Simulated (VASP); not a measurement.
Data:

```xyz
3
Lattice="4.1376 0.0000 0.0000 -2.0688 3.5832 0.0000 0.0000 0.0000 16.6587" Properties=species:S:1:pos:R:3 pbc="T T T"
Hg     2.0688     1.1944     8.3293
I      0.0000     2.3888     6.4448
I      0.0000     2.3888    10.2139
```

Calculation: PBEsol GGA, VASP's PBE PAW potentials (set 64) (plane waves; VASP 6.6.1). Settings: 400 eV cut-off, 7×7×1 Γ-centred mesh, tetrahedra with Blöchl corrections, potentials Hg I.

The cell holds a wide vacuum, so values per volume refer to the whole cell.

### Question
Estimate the energy per atom (σ→0).

### Answer

```
Property                       Result
---------------------  --------------
energy per atom (σ→0)  -1.457 eV/atom
```

Only differences to runs with the same potentials and settings are physical.

The cell is a sheet with vacuum, built from a generated structure.
